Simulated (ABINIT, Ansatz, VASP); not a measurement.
Code comparison for AgBr (Fm-3m, 2 atoms in the cell)

Self-consistent single point.

```xyz
2
Lattice="0.0000 2.8850 2.8850 2.8850 0.0000 2.8850 2.8850 2.8850 0.0000" Properties=species:S:1:pos:R:3 pbc="T T T"
Ag     0.0000     0.0000     0.0000
Br     2.8850     2.8850     2.8850
```

All programs got the same cell, k-point mesh and kind of occupations (in Ansatz's words: kpoints.mp_grid.grid = 10 10 10; scf.occupations.method = fermi_dirac; scf.occupations.width = 0.05 eV); potentials, basis and cutoffs are each program's usual ones.

```tsv
code	model	pressure (GPa)	gap on the mesh (eV)	cutoff
Ansatz	PBE, default PAW files	1.53	0.676	default
ABINIT	PBE, norm-conserving pseudopotentials (PseudoDojo nc-sr-05 PBE standard)	1.48	0.676	1116 eV
VASP	PBE, VASP's PBE PAW potentials (set 64)	–	0.663	300 eV
```

A dash marks a value that a program does not give, or that is left out as unsure.

Gaps are read on the mesh.

The spread over the programs that give each value: pressure within 0.05 GPa; gap on the mesh within 0.013 eV.

The starting cell has typed, rounded lattice constants, without a prior relaxation at this level.

Why do the programs differ, and what cannot be compared?

Differences of this kind can come from the potentials, where these differ, and from what each basis and cutoff leave unconverged. The valence holds different numbers of electrons (Ansatz (an electronic-structure program) 26, ABINIT 26, VASP 18). The zero of total energies and Fermi levels follows the potentials and each program's conventions, so they are not compared here. Ansatz's pressure is given at a fixed set of plane waves, as the other plane-wave codes print theirs; with its correction for the finite basis it is 1.57 GPa.

VASP's run is marked for a possible Pulay error in its stress at this cutoff; no cutoff test was made.

Left out of this page: Quantum ESPRESSO, GPAW, CP2K, Elk, FLEUR and SIESTA (not drawn, or without a comparable value).

Keys are those of Ansatz 0.2.
